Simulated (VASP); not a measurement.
# BaMg2Tl2 (P-3m1) in VASP: notebook

The runs below take BaMg2Tl2 through single point, relaxation of cell and atoms, with r2SCAN.

All numbers are computed with VASP 6.6.1; they aren't measurements. Logs are shortened: lines on timing, memory, paths and dates and some standing lists are left out, and cuts for length are marked.

**1. The structure**

It takes space group P-3m1 (No. 164, trigonal). Conventional cell: a = 4.937 Å, b = 4.937 Å, c = 8.049 Å, α = 90.00°, β = 90.00°, γ = 120.00°. Tl (site symmetry 3m) is surrounded by 4 Mg at 2.91 to 2.95 Å. Around Mg (site symmetry 3m) lie 4 Tl at 2.91 to 2.95 Å. Around Ba (site symmetry -3m) lie 6 Tl at 3.59 Å and 6 Mg at 4.10 Å.

The cell was built by a generator and needn't be a form met in nature.

**2. Single point, r2SCAN**

POSCAR

```
BaMg2Tl2
1.0
    2.4687106611      4.2759322942      0.0000000000
   -2.4687106611      4.2759322942      0.0000000000
    0.0000000000      0.0000000000      8.0494507385
Tl Mg Ba
2 2 1
Direct
    0.3333333333      0.3333333333      0.2721042268
    0.6666666667      0.6666666667      0.7278957732
    0.3333333333      0.3333333333      0.6334712243
    0.6666666667      0.6666666667      0.3665287757
    0.0000000000      0.0000000000      0.0000000000
```

INCAR.step1

```
ALGO = Normal
EDIFF = 1E-4
ENCUT = 520
GGA = PE
ISMEAR = -5
LASPH = True
LCHARG = False
LREAL = False
LWAVE = True
NBANDS = 28
NELM = 100
PREC = Accurate
SIGMA = 0.1
```

INCAR.step2

```
ALGO = Normal
EDIFF = 1E-6
ENCUT = 520
ISIF = 2
ISMEAR = -5
ISTART = 1
LASPH = True
LCHARG = False
LMIXTAU = True
LREAL = False
LWAVE = False
METAGGA = R2SCAN
NBANDS = 28
NELM = 100
PREC = Accurate
SIGMA = 0.1
```

KPOINTS

```
k-points
0
Gamma
  4 4 3
```

Potentials or basis: VASP PAW PBE potentials, release 64 (Tl_d, Mg, Ba_sv).

On the command line:

```bash
cat potpaw_PBE.64/Tl_d/POTCAR potpaw_PBE.64/Mg/POTCAR potpaw_PBE.64/Ba_sv/POTCAR > POTCAR
cp INCAR.step1 INCAR
mpirun -np 1 vasp_std > vasp.out
cp INCAR.step2 INCAR
mpirun -np 1 vasp_std > vasp.out
```

OUTCAR:

```text
EDIFF = 1E-6
   ENCUT = 520
   ISIF = 2
   ISMEAR = -5
   ISTART = 1
   LASPH = True
   LREAL = False
   METAGGA = R2SCAN
   NELM = 100
   PREC = Accurate

 ion  position               nearest neighbor table
   1  0.333  0.333  0.272-   3 2.91   4 2.95   4 2.95   4 2.95   5 3.59   5 3.59   5 3.59
   2  0.667  0.667  0.728-   4 2.91   3 2.95   3 2.95   3 2.95   5 3.59   5 3.59   5 3.59
   3  0.333  0.333  0.633-   1 2.91   2 2.95   2 2.95   2 2.95   4 3.57   4 3.57   4 3.57   5 4.10
                             5 4.10   5 4.10
   4  0.667  0.667  0.367-   2 2.91   1 2.95   1 2.95   1 2.95   3 3.57   3 3.57   3 3.57   5 4.10
                             5 4.10   5 4.10
   5  0.000  0.000  0.000-   1 3.59   2 3.59   2 3.59   2 3.59   1 3.59   1 3.59   3 4.10   4 4.10
                             4 4.10   3 4.10   4 4.10   3 4.10

  LATTYP: Found a hexagonal cell.
 ALAT       =     4.9374213222
 C/A-ratio  =     1.6302944823

  Lattice vectors:

 A1 = (   2.4687106611,  -4.2759322942,   0.0000000000)
 A2 = (   2.4687106611,   4.2759322942,   0.0000000000)
 A3 = (   0.0000000000,   0.0000000000,   8.0494507385)

Analysis of symmetry for initial positions (statically):
=====================================================================
 Subroutine PRICEL returns:
 Original cell was already a primitive cell.

 Routine SETGRP: Setting up the symmetry group for a
 hexagonal supercell.

 Subroutine GETGRP returns: Found 12 space group operations
 (whereof 12 operations were pure point group operations)
 out of a pool of 24 trial point group operations.

The static configuration has the point symmetry D_3d.

Analysis of symmetry for dynamics (positions and initial velocities):
=====================================================================
 Subroutine PRICEL returns:
 Original cell was already a primitive cell.

 Routine SETGRP: Setting up the symmetry group for a
 hexagonal supercell.

 Subroutine GETGRP returns: Found 12 space group operations
 (whereof 12 operations were pure point group operations)
 out of a pool of 24 trial point group operations.

The dynamic configuration has the point symmetry D_3d.

 Subroutine INISYM returns: Found 12 space group operations
 (whereof 12 operations are pure point group operations),
 and found     1 'primitive' translations

----------------------------------------------------------------------------------------

                                     Primitive cell

  volume of cell :     169.9406

  direct lattice vectors                    reciprocal lattice vectors
     2.468710661  4.275932294  0.000000000     0.202534873  0.116933563  0.000000000
    -2.468710661  4.275932294  0.000000000    -0.202534873  0.116933563  0.000000000
     0.000000000  0.000000000  8.049450738     0.000000000  0.000000000  0.124232079

  length of vectors
     4.937421322  4.937421322  8.049450738     0.233867127  0.233867127  0.124232079

  position of ions in fractional coordinates (direct lattice)
     0.333333333  0.333333333  0.272104227
     0.666666667  0.666666667  0.727895773
     0.333333333  0.333333333  0.633471224
     0.666666667  0.666666667  0.366528776
     0.000000000  0.000000000  0.000000000

  ion indices of the primitive-cell ions
   primitive index   ion index
                 1           1
                 2           2
                 3           3
                 4           4
                 5           5

----------------------------------------------------------------------------------------

 KPOINTS: k-points

Automatic generation of k-mesh.
 Grid dimensions read from file:
 generate k-points for:    4    4    3

 Generating k-lattice:

  Cartesian coordinates                     Fractional coordinates (reciprocal lattice)
     0.050633718  0.029233391  0.000000000     0.250000000 -0.000000000  0.000000000
    -0.050633718  0.029233391  0.000000000    -0.000000000  0.250000000  0.000000000
     0.000000000  0.000000000  0.041410693     0.000000000  0.000000000  0.333333333

  Length of vectors
     0.058466782  0.058466782  0.041410693

  Shift w.r.t. Gamma in fractional coordinates (k-lattice)
     0.000000000  0.000000000  0.000000000

 TETIRR: Found     58 inequivalent tetrahedra from      288

 Subroutine IBZKPT returns following result:
 ===========================================

 Found      9 irreducible k-points:

 Following reciprocal coordinates:
            Coordinates               Weight
  0.000000  0.000000  0.000000      1.000000
  0.250000 -0.000000  0.000000      6.000000
  0.500000 -0.000000  0.000000      3.000000
  0.500000  0.250000  0.000000      6.000000
  0.000000  0.000000  0.333333      2.000000
  0.250000 -0.000000  0.333333      6.000000
  0.250000  0.250000  0.333333      6.000000
  0.500000 -0.000000  0.333333      6.000000
  0.500000  0.250000  0.333333     12.000000
   k-points           NKPTS =      9   k-points in BZ     NKDIM =      9   number of bands    NBANDS=     28
   number of dos      NEDOS =    301   number of ions     NIONS =      5
   total plane-waves  NPLWV =  96000
   dimension x,y,z NGX =    40 NGY =   40 NGZ =   60
   dimension x,y,z NGXF=    80 NGYF=   80 NGZF=  120
   ions per type =               2   2   1
   NGX,Y,Z   is equivalent  to a cutoff of  13.47, 13.47, 12.39 a.u.
   NGXF,Y,Z  is equivalent  to a cutoff of  26.94, 26.94, 24.78 a.u.
 SYSTEM =  unknown system
   PREC   = accura    normal or accurate (medium, high low for compatibility)
   ISTART =      1    job   : 0-new  1-cont  2-samecut
   ICHARG =      0    charge: 1-file 2-atom 10-const
   ISPIN  =      1    spin polarized calculation?
   LNONCOLLINEAR =      F non collinear calculations
   LSORBIT =      F    spin-orbit coupling
   LASPH  =      T    aspherical Exc in radial PAW
   ENCUT  =  520.0 eV  38.22 Ry    6.18 a.u.   9.18  9.18 14.97*2*pi/ulx,y,z
   NELM   =    100;   NELMIN=  2; NELMDL=  0     # of ELM steps
   EDIFF  = 0.1E-05   stopping-criterion for ELM
   LREAL  =      F    real-space projection
[... 7 lines left out ...]
   TEBEG  =    0.0;   TEEND  =   0.0 temperature during run
   PSTRESS=    0.0 pullay stress
   NELECT =      40.0000    total number of electrons
   NUPDOWN=      -1.0000    fix difference up-down
   EMIN   =  10.00;   EMAX   =-10.00  energy-range for DOS
   EFERMI =   0.00;   METHOD = LEGACY
   ISMEAR =    -5;   SIGMA  =   0.10  broadening in eV -4-tet -1-fermi 0-gaus
   EFERMI_NEDOS =   21; number of points for ismear=-14 and -15
   IALGO  =     38    algorithm
   IMIX   =      4    mixing-type and parameters
     AMIX     =   0.40;   BMIX     =  1.00
     AMIX_MAG =   1.60;   BMIX_MAG =  1.00
  volume/ion in A,a.u.               =      33.99       229.36
  Fermi-wavevector in a.u.,A,eV,Ry     =   1.010793  1.910123 13.901118  1.021703
  Thomas-Fermi vector in A             =   2.143804
   LORBIT       =      0    0 simple, 1 ext, 2 COOP (PROOUT), +10 PAW based schemes
   METAGGA = R2SCAN    functional components
   LHFCALC =     F    Hartree Fock is set to
   AEXX    =    0.0000 exact exchange contribution
   IVDW    =     0    specifies the selected vdW correction
   LEPSILON=     F    determine dielectric tensor
   LRPA    =     F    only Hartree local field effects (RPA)
 non-spin polarized calculation
 Fermi weights with tetrahedron method with Bloechl corrections
  energy-cutoff  :      520.00
  volume of cell :      169.94
 maximum number of plane-waves:      4578
 NGX is ok and might be reduce to    40
   NGX = 19   NGY = 19   NGZ = 29

 number of electron      39.9999998 magnetization

 Free energy of the ion-electron system (eV)
  ---------------------------------------------------
  ext. energy  EPLUGINS =         0.00000000
  ---------------------------------------------------
  free energy    TOTEN  =      -141.79514163 eV

  energy without entropy =     -141.79514163  energy(sigma->0) =     -141.79514163

 E-fermi :   3.0531     XC(G=0):  -9.0194

 val. band max:        3.2682575860   @ k =   0.0000   0.0000   0.0000
 cond. band min:       2.9646141577   @ k =   0.5000   0.2500   0.3333
 fundamental gap:     -0.3036434283
 Fermi energy:         3.0531184339

 k-point     1 :       0.0000    0.0000    0.0000
  band No.  band energies     occupation
      1     -26.2359      2.00000
      2     -11.1026      2.00000
      3     -11.0055      2.00000
      4     -11.0055      2.00000
      5      -8.9181      2.00000
      6      -8.9138      2.00000
[... 20 lines left out ...]
     27       5.9906      0.00000
     28       6.6438      0.00000

 k-point     2 :       0.2500   -0.0000    0.0000
  band No.  band energies     occupation
      1     -26.2318      2.00000
      2     -11.0883      2.00000
      3     -11.0875      2.00000
      4     -11.0249      2.00000
      5      -8.9227      2.00000
      6      -8.9078      2.00000
[... 20 lines left out ...]
     27       7.7017      0.00000
     28       7.8444      0.00000

 k-point     3 :       0.5000   -0.0000    0.0000
  band No.  band energies     occupation
      1     -26.2277      2.00000
      2     -11.1665      2.00000
      3     -11.0743      2.00000
      4     -11.0442      2.00000
      5      -8.9317      2.00000
      6      -8.9001      2.00000
[... 20 lines left out ...]
     27       7.4065      0.00000
     28       7.8176      0.00000

 k-point     4 :       0.5000    0.2500    0.0000
  band No.  band energies     occupation
      1     -26.2277      2.00000
      2     -11.1363      2.00000
      3     -11.0750      2.00000
      4     -11.0739      2.00000
      5      -8.9164      2.00000
      6      -8.9118      2.00000
[... 113 lines left out ...]
     27       6.9599      0.00000
     28       7.0207      0.00000

 k-point     8 :       0.5000   -0.0000    0.3333
  band No.  band energies     occupation
      1     -26.2277      2.00000
      2     -11.1661      2.00000
      3     -11.0742      2.00000
      4     -11.0440      2.00000
      5      -8.9170      2.00000
      6      -8.9055      2.00000
[... 20 lines left out ...]
     27       7.3800      0.00000
     28       7.4194      0.00000

 k-point     9 :       0.5000    0.2500    0.3333
  band No.  band energies     occupation
      1     -26.2277      2.00000
      2     -11.1360      2.00000
      3     -11.0751      2.00000
      4     -11.0743      2.00000
      5      -8.9211      2.00000
      6      -8.9002      2.00000
[... 20 lines left out ...]
     27       7.5518      0.00000
     28       7.6516      0.00000

------------------------ aborting loop because EDIFF is reached ----------------------------------------

  FORCE on cell =-STRESS in cart. coord.  units (eV):
  Direction    XX          YY          ZZ          XY          YZ          ZX
  --------------------------------------------------------------------------------------
  -------------------------------------------------------------------------------------
  Total       -0.0042548     -0.0042548     -0.0015703      0.0000000      0.0000000      0.0000000
  in kB       -0.0401137     -0.0401137     -0.0148047      0.0000000      0.0000000      0.0000000
  external PRESSURE =      -0.0316774 kB  Pullay stress =       0.0000000 kB

 VOLUME and BASIS-vectors are now :
 -----------------------------------------------------------------------------
  energy-cutoff  :      520.00
  volume of cell :      169.94
      direct lattice vectors                 reciprocal lattice vectors
     2.468710661  4.275932294  0.000000000     0.202534873  0.116933563  0.000000000
    -2.468710661  4.275932294  0.000000000    -0.202534873  0.116933563  0.000000000
     0.000000000  0.000000000  8.049450738     0.000000000  0.000000000  0.124232079

 POSITION                                       TOTAL-FORCE (eV/Angst)
 -----------------------------------------------------------------------------------
      0.00000      2.85062      2.19029        -0.000000      0.000000      0.024766
      0.00000      5.70124      5.85916        -0.000000      0.000000     -0.024766
      0.00000      2.85062      5.09910        -0.000000      0.000000      0.000359
      0.00000      5.70124      2.95036         0.000000     -0.000000     -0.000359
      0.00000      0.00000      0.00000        -0.000000      0.000000      0.000000
 -----------------------------------------------------------------------------------
    total drift:                                0.000000     -0.000000      0.000000

  FREE ENERGIE OF THE ION-ELECTRON SYSTEM (eV)
  ---------------------------------------------------
  free  energy   TOTEN  =      -141.7951416332 eV

  energy  without entropy=     -141.7951416332  energy(sigma->0) =     -141.79514163
```

It took 6.6 min on 1 thread of AMD EPYC 7R43 (Zen 3), shared host; peak memory 0.3 GiB.

Results:

| Quantity | Value |
| --- | --- |
| Free energy | -141.7951 eV |
| Pressure | 0.0 GPa |
| Largest force | 0.025 eV/Å |
| Band gap on the k mesh | none (metal or under the smearing width) |

Forces in eV/Å, atoms in the order of the input:
```
Tl   0.000  0.000  0.025
Tl   0.000  0.000 -0.025
Mg   0.000  0.000  0.000
Mg   0.000  0.000  0.000
Ba   0.000  0.000  0.000
```

Levels at points of the mesh, in eV from the Fermi level:
```tsv
k point	band 17	band 18	band 19	band 20	band 21	band 22	band 23	band 24
(0.00, 0.00, 0.00)	-2.70	0.22	0.22	1.77	1.99	1.99	2.38	2.51
(0.50, 0.00, 0.00)	-3.04	-2.04	-0.56	-0.47	-0.23	0.26	1.40	3.78
```

Caveat: the k mesh is coarse (spacing up to 0.37 Å⁻¹), so the values aren't converged; the PAW data sets were made with another functional, which shifts forces and pressure a little; tetrahedron occupations give inexact forces and stress in metals. Spin-orbit coupling is left out, which matters for the levels of Ba, Tl.

**3. Single point, r2SCAN**

This run uses another cell than the first one, of 33.74 Å³/atom, 0.993 times its volume.

POSCAR

```
BaMg2Tl2
1.0
    2.3506154553      4.0713853977      0.0000000000
   -2.3506154553      4.0713853977      0.0000000000
    0.0000000000      0.0000000000      8.8131643895
Tl Mg Ba
2 2 1
Direct
    0.3333333333      0.3333333333      0.2633004454
    0.6666666667      0.6666666667      0.7366995546
    0.3333333333      0.3333333333      0.6095597520
    0.6666666667      0.6666666667      0.3904402480
    0.0000000000      0.0000000000      0.0000000000
```

INCAR.step1

```
SYSTEM = BaMg2Tl2
PREC = Accurate
ENCUT = 520
ISMEAR = -1
SIGMA = 0.0816
LREAL = .False.
LASPH = .True.
NELM = 60
NBANDS = 28
GGA = PE
ALGO = Normal
EDIFF = 1E-4
LWAVE = .True.
LCHARG = .False.
```

INCAR.step2

```
SYSTEM = BaMg2Tl2
PREC = Accurate
ENCUT = 520
EDIFF = 1E-7
ISMEAR = -1
SIGMA = 0.0816
LREAL = .False.
LASPH = .True.
NELM = 60
ALGO = Normal
ISIF = 2
LWAVE = .False.
LCHARG = .False.
METAGGA = R2SCAN
LMIXTAU = .True.
NBANDS = 28
ISTART = 1
```

KPOINTS

```
Automatic mesh
0
Gamma
  4 4 3
  0 0 0
```

Potentials or basis: VASP PAW PBE potentials, release 64 (Tl_d, Mg, Ba_sv).

On the command line:

```bash
cat potpaw_PBE.64/Tl_d/POTCAR potpaw_PBE.64/Mg/POTCAR potpaw_PBE.64/Ba_sv/POTCAR > POTCAR
cp INCAR.step1 INCAR
mpirun -np 1 vasp_std > vasp.out
cp INCAR.step2 INCAR
mpirun -np 1 vasp_std > vasp.out
```

OUTCAR:

```text
SYSTEM = BaMg2Tl2
   PREC = Accurate
   ENCUT = 520
   EDIFF = 1E-7
   ISMEAR = -1
   LREAL = .False.
   LASPH = .True.
   NELM = 60
   ISIF = 2
   METAGGA = R2SCAN
   ISTART = 1

 ion  position               nearest neighbor table
   1  0.333  0.333  0.263-   4 2.94   4 2.94   4 2.94   3 3.05   5 3.57   5 3.57   5 3.57
   2  0.667  0.667  0.737-   3 2.94   3 2.94   3 2.94   4 3.05   5 3.57   5 3.57   5 3.57
   3  0.333  0.333  0.610-   2 2.94   2 2.94   2 2.94   1 3.05   4 3.33   4 3.33   4 3.33
   4  0.667  0.667  0.390-   1 2.94   1 2.94   1 2.94   2 3.05   3 3.33   3 3.33   3 3.33
   5  0.000  0.000  0.000-   1 3.57   2 3.57   2 3.57   2 3.57   1 3.57   1 3.57

  LATTYP: Found a hexagonal cell.
 ALAT       =     4.7012309107
[... 464 lines left out ...]
  -------------------------------------------------------------------------------------
  Total       -0.0096415     -0.0096415     -0.0191901      0.0000000     -0.0000000      0.0000000
  in kB       -0.0915733     -0.0915733     -0.1822647      0.0000000     -0.0000000      0.0000000
  external PRESSURE =      -0.1218037 kB  Pullay stress =       0.0000000 kB

 VOLUME and BASIS-vectors are now :
 -----------------------------------------------------------------------------
  energy-cutoff  :      520.00
  volume of cell :      168.69
      direct lattice vectors                 reciprocal lattice vectors
     2.350615455  4.071385398  0.000000000     0.212710250  0.122808320  0.000000000
    -2.350615455  4.071385398  0.000000000    -0.212710250  0.122808320  0.000000000
     0.000000000  0.000000000  8.813164390     0.000000000  0.000000000  0.113466623

 POSITION                                       TOTAL-FORCE (eV/Angst)
 -----------------------------------------------------------------------------------
      0.00000      2.71426      2.32051         0.000000      0.000000      0.043834
      0.00000      5.42851      6.49265        -0.000000     -0.000000     -0.043834
      0.00000      2.71426      5.37215        -0.000000     -0.000000     -0.008854
      0.00000      5.42851      3.44101         0.000000      0.000000      0.008854
      0.00000      0.00000      0.00000         0.000000      0.000000      0.000000
 -----------------------------------------------------------------------------------
    total drift:                               -0.000000      0.000000     -0.000000

  FREE ENERGIE OF THE ION-ELECTRON SYSTEM (eV)
  ---------------------------------------------------
  free  energy   TOTEN  =      -141.8678488818 eV

  energy  without entropy=     -141.7964009869  energy(sigma->0) =     -141.83212493
```

OSZICAR.step1:

```text
N       E                     dE             d eps       ncg     rms          rms(c)
DAV:   1     0.213995254191E+03    0.21400E+03   -0.18330E+04   504   0.123E+03
DAV:   2     0.650542836591E+00   -0.21334E+03   -0.20969E+03   576   0.248E+02
DAV:   3    -0.985269504463E+01   -0.10503E+02   -0.10419E+02   648   0.463E+01
DAV:   4    -0.101574298629E+02   -0.30473E+00   -0.30423E+00   712   0.653E+00
DAV:   5    -0.101624334495E+02   -0.50036E-02   -0.50030E-02   636   0.702E-01    0.379E+00
DAV:   6    -0.990176399637E+01    0.26067E+00   -0.87615E-01   580   0.359E+00    0.210E+00
DAV:   7    -0.988464251635E+01    0.17121E-01   -0.12547E-01   640   0.166E+00    0.118E+00
DAV:   8    -0.988304178272E+01    0.16007E-02   -0.38966E-02   612   0.927E-01    0.146E-01
DAV:   9    -0.988265889355E+01    0.38289E-03   -0.48020E-03   588   0.265E-01    0.833E-02
DAV:  10    -0.988274537534E+01   -0.86482E-04   -0.36928E-04   564   0.912E-02
   1 F= -.98827454E+01 E0= -.98448813E+01  d E =-.757282E-01
```

Run time: 2 min. Hardware: 1 thread of Intel Xeon Platinum 8488C (Sapphire Rapids), shared host; peak memory 0.34 GiB.

Results:

```yaml
Free_energy: -141.8678 eV
Pressure: 0.0 GPa
Largest_force: 0.044 eV/Å
Band_gap_on_the_k_mesh: none (metal or under the smearing width)
```

Forces in eV/Å, atoms in the order of the input:
```
Tl   0.000  0.000  0.044
Tl   0.000  0.000 -0.044
Mg   0.000  0.000 -0.009
Mg   0.000  0.000  0.009
Ba   0.000  0.000  0.000
```

Levels at points of the mesh, in eV from the Fermi level:
```csv
k point,band 16,band 17,band 18,band 19,band 20,band 21,band 22,band 23,band 24,band 25
"(0.00, 0.00, 0.00)",-7.02,-3.13,0.80,0.80,1.38,1.49,2.43,2.43,3.00,3.19
"(0.50, 0.00, 0.00)",-6.73,-3.06,-2.25,-0.77,-0.72,0.19,0.52,1.64,2.77,3.59
```

Caveat: the k mesh is coarse (spacing up to 0.39 Å⁻¹), so the values aren't converged; the PAW data sets were made with another functional, which shifts forces and pressure a little. The run has no spin-orbit coupling, so splittings on Ba, Tl are missing.

(Part 1 of 2 ends here.)
